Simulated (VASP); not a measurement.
# AlN (relaxed from the layered h-BN type structure, space group P6_3/mmc): computed properties

These are r2SCAN meta-GGA, VASP's PBE PAW potentials (set 64) (plane waves; VASP) values and carry that method's errors.

* **space group**: P6_3/mmc (194)
* **cell**: a = b = 3.291 Å, c = 4.129 Å, α = β = 90.00°, γ = 120.00°
* **volume per atom**: 9.68 Å^3/atom
* **band gap (over mesh and band path)**: 4.09 eV
* **smallest direct gap (over mesh and band path)**: 4.09 eV
* **band-edge character**: direct, Γ to Γ
* **density**: 3.51 g/cm³

```cif
data_Al2N2
_chemical_formula_sum 'Al2 N2'
_space_group_name_H-M_alt 'P63/mmc'
_space_group_IT_number 194
_space_group_name_Hall '-P 6c 2c'
_cell_length_a 3.29104
_cell_length_b 3.29104
_cell_length_c 4.12933
_cell_angle_alpha 90.000
_cell_angle_beta 90.000
_cell_angle_gamma 120.000
loop_
_atom_site_label
_atom_site_type_symbol
_atom_site_symmetry_multiplicity
_atom_site_Wyckoff_symbol
_atom_site_fract_x
_atom_site_fract_y
_atom_site_fract_z
_atom_site_occupancy
Al1 Al 2 c 0.33333 0.66667 0.25000 1
N1 N 2 d 0.66667 0.33333 0.25000 1
```

The structure was generated: AlN was put into the layered h-BN type type (P6_3/mmc), which need not be its known phase. It was relaxed first, which changed the volume by -48 %. Symmetry was kept, so distortions that lower it aren't found.
